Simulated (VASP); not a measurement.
# LaSb under strain

How does the pressure of LaSb answer to a change of volume? The bands are shown for each cell. All runs use LDA. Left out of this account: 1 further run (self-consistent run: a reference on another mesh). The start is a cell from a database of measured crystal structures.

Calculated with VASP 6.6.1; LDA; plane waves and PAW (La, Sb).

## 1. The starting structure

It takes space group Fm-3m (No. 225, cubic). Conventional cell: a = 6.490 Å, b = 6.490 Å, c = 6.490 Å, α = 90.00°, β = 90.00°, γ = 90.00°. Nearest to La lie 6 Sb at 3.25 Å. Nearest to Sb lie 6 La at 3.25 Å. Farther neighbours are not listed.

Coordinates:

```xyz
2
Lattice="0.0000 3.2450 3.2450 3.2450 0.0000 3.2450 3.2450 3.2450 0.0000" Properties=species:S:1:pos:R:3 pbc="T T T"
La    0.0000    0.0000    0.0000
Sb    3.2450    3.2450    3.2450
```

## 2. Bands, cell as listed

Levels along the symmetry lines show where the bands peak and cross; KPOINTS_OPT computes them in the converged potential. LDA, the lowest rung, knows the local density alone.

The input, INCAR:

```
SYSTEM = LaSb
PREC = Accurate
ENCUT = 400
EDIFF = 1E-06
NELM = 100
ISMEAR = -1
SIGMA = 0.05
LREAL = .FALSE.
ALGO = Normal
GGA = CA
NBANDS = 20
LASPH = .TRUE.
LORBIT = 11
LWAVE = .FALSE.
LCHARG = .FALSE.
KPAR = 2
```

The input, POSCAR:

```
LaSb
1.0
    0.0000000000      3.2450000000      3.2450000000
    3.2450000000      0.0000000000      3.2450000000
    3.2450000000      3.2450000000      0.0000000000
La Sb
1 1
Direct
    0.0000000000      0.0000000000      0.0000000000
    0.5000000000      0.5000000000      0.5000000000
```

The input, KPOINTS:

```
Automatic mesh
0
Gamma
10 10 10
0 0 0
```

The input, KPOINTS_OPT:

```
Line mode
16
Line-mode
Reciprocal
  0.00000000   0.00000000   0.00000000 GAMMA
  0.50000000   0.00000000   0.50000000 X

  0.50000000   0.00000000   0.50000000 X
  0.50000000   0.25000000   0.75000000 W

  0.50000000   0.25000000   0.75000000 W
  0.37500000   0.37500000   0.75000000 K

  0.37500000   0.37500000   0.75000000 K
  0.00000000   0.00000000   0.00000000 GAMMA

  0.00000000   0.00000000   0.00000000 GAMMA
  0.50000000   0.50000000   0.50000000 L

  0.50000000   0.50000000   0.50000000 L
  0.62500000   0.25000000   0.62500000 U

  0.62500000   0.25000000   0.62500000 U
  0.50000000   0.25000000   0.75000000 W

  0.50000000   0.25000000   0.75000000 W
  0.50000000   0.50000000   0.50000000 L

  0.50000000   0.50000000   0.50000000 L
  0.37500000   0.37500000   0.75000000 K

  0.62500000   0.25000000   0.62500000 U
  0.50000000   0.00000000   0.50000000 X
```

The projector-augmented-wave data sets are La and Sb (LDA family, release 64).

Started as:

```
mpirun -np 2 vasp_std
```

What it wrote:

```text
[banner, memory and clock lines left out]
running    2 mpi-ranks, on    1 nodes
 distrk:  each k-point on    1 cores,    2 groups
 distr:  one band on    1 cores,    1 groups

 POSCAR found type information on POSCAR LaSb
 POSCAR found :  2 types and       2 ions
 LDA part: xc-table for (Slater(with rela. corr.)+CA(PZ))
 , standard interpolation
 POSCAR, INCAR and KPOINTS ok, starting setup
 FFT: planning ... GRIDC
 FFT: planning ... GRID_SOFT
 FFT: planning ... GRID
 WAVECAR not read
 entering main loop
       N       E                     dE             d eps       ncg     rms          rms(c)
DAV:   1     0.112670404548E+03    0.11267E+03   -0.43823E+03  1932   0.757E+02
DAV:   2     0.909991901537E+00   -0.11176E+03   -0.96370E+02  2168   0.153E+02
DAV:   3    -0.120311954879E+02   -0.12941E+02   -0.12493E+02  2260   0.675E+01
DAV:   4    -0.130027819387E+02   -0.97159E+00   -0.96511E+00  3280   0.162E+01
DAV:   5    -0.130115299075E+02   -0.87480E-02   -0.87433E-02  2484   0.149E+00    0.359E+00
DAV:   6    -0.129130871504E+02    0.98443E-01   -0.10272E-01  2524   0.118E+00    0.219E+00
DAV:   7    -0.128930443304E+02    0.20043E-01   -0.51844E-02  2564   0.101E+00    0.729E-01
DAV:   8    -0.128920493297E+02    0.99500E-03   -0.52226E-03  2952   0.447E-01    0.100E-01
DAV:   9    -0.128919243745E+02    0.12496E-03   -0.50398E-04  2984   0.242E-01    0.326E-02
DAV:  10    -0.128919195348E+02    0.48397E-05   -0.58443E-05  2584   0.351E-02    0.201E-02
DAV:  11    -0.128919224922E+02   -0.29574E-05   -0.11110E-05  3152   0.213E-02    0.306E-03
DAV:  12    -0.128919222367E+02    0.25551E-06   -0.84696E-07  2108   0.109E-02
   1 F= -.12891922E+02 E0= -.12890994E+02  d E =-.185640E-02
 Start KPOINTS_OPT (optional k-point list driver)
k-point batch [1-47\160]
       N       E                     dE             ncg
DAV:   1     0.194349686461E+04   -0.16165E+05     1912
DAV:   2    -0.315521438170E+04   -0.50987E+04     2200
DAV:   3    -0.373255571903E+04   -0.57734E+03     2276
DAV:   4    -0.377472880364E+04   -0.42173E+02     3204
DAV:   5    -0.377528413851E+04   -0.55533E+00     2564
DAV:   6    -0.377531795677E+04   -0.33818E-01     3260
DAV:   7    -0.377531833289E+04   -0.37612E-03     2520
DAV:   8    -0.377531836254E+04   -0.29646E-04     2672
DAV:   9    -0.377531836288E+04   -0.34851E-06     1484
[...]
k-point batch [142-160\160]
       N       E                     dE             ncg
DAV:   1     0.123992751446E+05   -0.77483E+04      768
DAV:   2     0.103839690715E+05   -0.20153E+04      912
DAV:   3     0.101438412502E+05   -0.24013E+03      916
DAV:   4     0.101272868571E+05   -0.16554E+02     1300
DAV:   5     0.101269965507E+05   -0.29031E+00     1024
DAV:   6     0.101269802097E+05   -0.16341E-01     1332
DAV:   7     0.101269800646E+05   -0.14508E-03      984
DAV:   8     0.101269800553E+05   -0.93101E-05     1136
DAV:   9     0.101269800552E+05   -0.98626E-07      552
```

Elapsed: 33 s, on 2 MPI ranks of Intel Xeon 6975P-C (Granite Rapids), shared host; peak memory 0.44 GiB.

Lines that name or quote the potential files are left out of all logs, and their timing lines are given in words.

From OUTCAR (step 2):

```text
ion  position               nearest neighbor table
   1  0.000  0.000  0.000-   2 3.25   2 3.25   2 3.25   2 3.25   2 3.25   2 3.25
   2  0.500  0.500  0.500-   1 3.25   1 3.25   1 3.25   1 3.25   1 3.25   1 3.25

  LATTYP: Found a face centered cubic cell.
 ALAT       =     6.4900000000

 Subroutine GETGRP returns: Found 48 space group operations
 (whereof 48 operations were pure point group operations)

The static configuration has the point symmetry O_h .

 Found     47 irreducible k-points:

   k-points           NKPTS =     47   k-points in BZ     NKDIM =     47   number of bands    NBANDS=     20

   dimension x,y,z NGX =    30 NGY =   30 NGZ =   30
   dimension x,y,z NGXF=    60 NGYF=   60 NGZF=   60

   ENCUT  =  400.0 eV  29.40 Ry    5.42 a.u.   7.48  7.48  7.48*2*pi/ulx,y,z

   NELECT =      16.0000    total number of electrons

 k-points in reciprocal lattice and weights: Automatic mesh
   0.00000000  0.00000000  0.00000000       0.001
   0.10000000  0.00000000  0.00000000       0.008
   0.20000000  0.00000000  0.00000000       0.008
   0.30000000  0.00000000  0.00000000       0.008
   0.40000000  0.00000000  0.00000000       0.008
   0.50000000  0.00000000  0.00000000       0.004
   0.10000000  0.10000000  0.00000000       0.006
   0.20000000  0.10000000  0.00000000       0.024
   0.30000000  0.10000000  0.00000000       0.024
[...]
-0.30000000  0.40000000  0.20000000       0.024
  -0.30000000  0.50000000  0.20000000       0.012

 average (electrostatic) potential at core
       1 -97.4668       2 -85.6250

 E-fermi :   6.5176

 k-point     1 :       0.0000    0.0000    0.0000
  band No.  band energies     occupation
      1     -25.8645      2.00000
      2      -9.5203      2.00000
      3      -9.5203      2.00000
      4      -9.5203      2.00000
      5      -2.4333      2.00000
      6       6.7141      0.03855
      7       6.7141      0.03855
      8       6.7141      0.03855
      9       7.7769      0.00000
     10       7.7769      0.00000
    ...

 k-point     2 :       0.1000    0.0000    0.0000
  band No.  band energies     occupation
    ...
      4      -9.5216      2.00000
      5      -2.3251      2.00000
      6       6.1742      1.99792
      7       6.3874      1.86244
      8       6.3874      1.86244
      9       7.8027      0.00000
     10       7.8900      0.00000
     11       7.8900      0.00000
     12       8.4434      0.00000
     13       8.5633      0.00000
    ...

 k-point     3 :       0.2000    0.0000    0.0000
  band No.  band energies     occupation
    ...
      4      -9.5249      2.00000
      5      -2.0305      2.00000
      6       5.1847      2.00000
      7       5.8130      2.00000
      8       5.8130      2.00000
      9       7.8363      0.00000
     10       8.1251      0.00000
     11       8.1251      0.00000
     12       8.5741      0.00000
     13       8.5968      0.00000
    ...

  Total       -0.9642338     -0.9642338     -0.9642338      0.0000000      0.0000000      0.0000000
  in kB      -22.6057454    -22.6057454    -22.6057454      0.0000000      0.0000000      0.0000000
  external PRESSURE =     -22.6057454 kB  Pullay stress =       0.0000000 kB

  energy-cutoff  :      400.00
  volume of cell :       68.34
      direct lattice vectors                 reciprocal lattice vectors
     0.000000000  3.245000000  3.245000000    -0.154083205  0.154083205  0.154083205
     3.245000000  0.000000000  3.245000000     0.154083205 -0.154083205  0.154083205
     3.245000000  3.245000000  0.000000000     0.154083205  0.154083205 -0.154083205

 POSITION                                       TOTAL-FORCE (eV/Angst)
 -----------------------------------------------------------------------------------
      0.00000      0.00000      0.00000        -0.000000      0.000000      0.000000
      3.24500      3.24500      3.24500         0.000000     -0.000000     -0.000000
 -----------------------------------------------------------------------------------
    total drift:                               -0.000000      0.000000      0.000000

  FREE ENERGIE OF THE ION-ELECTRON SYSTEM (eV)
  ---------------------------------------------------
  free  energy   TOTEN  =       -12.8919222367 eV

  energy  without entropy=      -12.8900658328  energy(sigma->0) =      -12.89099403

 total charge
# of ion       s       p       d       f       tot
--------------------------------------------------
    1        2.029   5.640   0.688   0.132   8.489
    2        1.136   1.425   0.010   0.000   2.572
--------------------------------------------------
tot          3.166   7.065   0.698   0.132  11.061

[... 3 further parts left out ...]
```

Spin-orbit coupling is off here; with elements this heavy it splits and shifts levels by tenths of an eV or more. At this level the cell is under a tension of 2.3 GPa, so at these settings it is away from equilibrium.

This step gave:

```
SCF cycles              : 12
electrons               : 16
bands                   : 20
irreducible k-points    : 47
symmetry operations     : 48
free energy (TOTEN)     : -12.89 eV
energy at zero smearing : -12.89 eV
Fermi energy            : 6.518 eV
pressure                : -2.261 GPa
metallic                : yes
```

Electronic bands along the path, in eV, zero at the Fermi level; # counts the bands kept, so #1 is VASP's band 5:

| point | #1 | #2 | #3 | #4 | #5 | #6 | #7 | #8 |
| --- | --- | --- | --- | --- | --- | --- | --- | --- |
| Γ | -8.95 | 0.20 | 0.20 | 0.20 | 1.26 | 1.26 | 1.26 | 1.82 |
| 0.47 of the way | -8.43 | -2.01 | -0.30 | -0.30 | 0.38 | 1.93 | 1.93 | 1.98 |
| X | -8.39 | -1.46 | -0.26 | -0.26 | -0.26 | 1.99 | 2.02 | 2.06 |
| 0.53 of the way | -8.23 | -1.46 | -1.17 | -1.03 | 0.83 | 1.93 | 2.01 | 2.05 |
| W | -8.09 | -1.74 | -1.36 | -1.36 | 1.63 | 1.63 | 2.03 | 2.03 |
| 0.53 of the way | -8.11 | -1.79 | -1.43 | -1.14 | 1.23 | 1.85 | 2.00 | 2.04 |
| K | -8.11 | -1.83 | -1.45 | -0.98 | 0.99 | 1.95 | 1.96 | 2.05 |
| 0.47 of the way | -8.13 | -2.33 | -1.36 | -0.96 | 1.58 | 1.69 | 1.93 | 2.02 |
| Γ | -8.95 | 0.20 | 0.20 | 0.20 | 1.26 | 1.26 | 1.26 | 1.82 |
| 0.53 of the way | -8.29 | -1.98 | -1.05 | -1.05 | 1.39 | 1.76 | 1.76 | 2.09 |
| L | -7.63 | -3.22 | -1.62 | -1.62 | 1.72 | 1.93 | 1.93 | 2.11 |
| 0.47 of the way | -7.80 | -2.81 | -1.51 | -1.45 | 1.65 | 1.87 | 1.92 | 2.07 |
| U | -8.11 | -1.83 | -1.45 | -0.98 | 0.99 | 1.95 | 1.96 | 2.05 |
| 0.47 of the way | -8.11 | -1.79 | -1.43 | -1.14 | 1.23 | 1.85 | 2.00 | 2.04 |
| W | -8.09 | -1.74 | -1.36 | -1.36 | 1.63 | 1.63 | 2.03 | 2.03 |
| 0.47 of the way | -7.90 | -2.56 | -1.45 | -1.37 | 1.66 | 1.75 | 1.97 | 2.05 |
| L | -7.63 | -3.22 | -1.62 | -1.62 | 1.72 | 1.93 | 1.93 | 2.11 |
| 0.47 of the way | -7.80 | -2.81 | -1.51 | -1.45 | 1.65 | 1.87 | 1.92 | 2.07 |
| K | -8.11 | -1.83 | -1.45 | -0.98 | 0.99 | 1.95 | 1.96 | 2.05 |
| jump to U | -8.11 | -1.83 | -1.45 | -0.98 | 0.99 | 1.95 | 1.96 | 2.05 |
| 0.47 of the way | -8.30 | -1.46 | -1.06 | -0.54 | 0.38 | 1.97 | 2.00 | 2.05 |
| X | -8.39 | -1.46 | -0.26 | -0.26 | -0.26 | 1.99 | 2.02 | 2.06 |

Of the projections kept (La, Sb), the largest for each band there; the rest of the weight can lie on other orbitals:

```
point       #1       #2       #3       #4       #5       #6       #7       #8
    Γ  Sb 0.94  Sb 0.53  Sb 0.53  Sb 0.53  La 0.94  La 0.94  La 0.94  La 1.00
    X  Sb 0.93  Sb 0.72  La 0.93  Sb 0.66  Sb 0.66  La 1.00  La 0.99  La 1.00
    W  Sb 0.91  Sb 0.62  Sb 0.62  Sb 0.62  La 0.95  La 0.95  La 1.00  La 1.00
    K  Sb 0.91  Sb 0.61  Sb 0.67  Sb 0.60  La 0.88  La 1.00  La 0.99  La 1.00
    Γ  Sb 0.94  Sb 0.53  Sb 0.53  Sb 0.53  La 0.94  La 0.94  La 0.94  La 1.00
    L  Sb 0.88  Sb 0.63  Sb 0.55  Sb 0.55  La 0.99  La 1.00  La 1.00  La 1.00
```

There is no gap at this level.

(Part 1 of 4 ends here.)

[Lines on the potential files, build, host, timing and source positions are cut from VASP's logs without a mark.]

[Logs are printed without paths, hosts, clocks, repeated set-up lines and the standing remarks that a program may print on its own settings, such as how far it seeks lower states.]

[Hosts, paths, dates, database ids (printed as entryN), source tags and the programs' standing remarks are cut or masked in the printed files.]

[A measured line is paired with the nearest computed mode of its activity, which favours agreement.]
